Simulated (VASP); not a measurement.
Here is the system:

```
WSi
1.0
    0.00000     2.79066     2.79066
    2.79066     0.00000     2.79066
    2.79066     2.79066     0.00000
W Si
1 1
Direct
  0.00000   0.00000   0.00000
  0.25000   0.25000   0.25000
```

Calculation: PBE GGA, VASP's PBE PAW potentials (set 64) (plane waves; VASP 6.6.1). Run with 400 eV cut-off, 10×10×10 Γ-centred mesh, first-order Methfessel-Paxton smearing of 0.10 eV, potentials W_sv Si.

Unless said otherwise, spin-orbit coupling is left out, though it shifts the bands of the heavy elements here.

Question: Estimate the energy per atom (σ→0), band gap (on the k-mesh) with the smallest direct gap where there is one.

Answer: 
- band gap (on the k-mesh): none (metal, semimetal or under 0.01 eV)
- energy per atom (σ→0): -7.726 eV/atom

Total energies compare only between runs with the same potentials, cut-off and functional.

The structure was generated: WSi was put into the zinc blende type (F-43m), which need not be its known phase. It was relaxed first, which changed the volume by -31 %. The start is the result of an earlier pass.
